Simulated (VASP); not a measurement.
Here is the system:

```
SrTiO3
1.0
    3.94255     0.00000     0.00000
    0.00000     3.94255     0.00000
    0.00000     0.00000     3.94255
Sr Ti O
1 1 3
Direct
  0.00000   0.00000   0.00000
  0.50000   0.50000   0.50000
  0.50000   0.00000   0.50000
  0.00000   0.50000   0.50000
  0.50000   0.50000   0.00000
```

The numbers are results of r2SCAN+rVV10, VASP's PBE PAW potentials (set 64) (plane waves; VASP 6.6.1), not measurements. Numerical set-up: 520 eV cut-off, 6×6×6 Γ-centred mesh, Gaussian smearing of 0.050 eV, potentials Sr_sv Ti_sv O.

Problem. Give the stress tensor in GPa (positive for a compressed cell).

Solution. 
```
-5.32   0.00   0.00
 0.00  -5.32   0.00
 0.00   0.00  -5.32
```
The pressure is its mean diagonal, -5.32 GPa.

The compound is SrTiO3 in the cubic perovskite structure, the ideal cubic form; the compound distorts at low or room temperature. This cell is one point of a volume scan, at 1.03 of the reference volume.
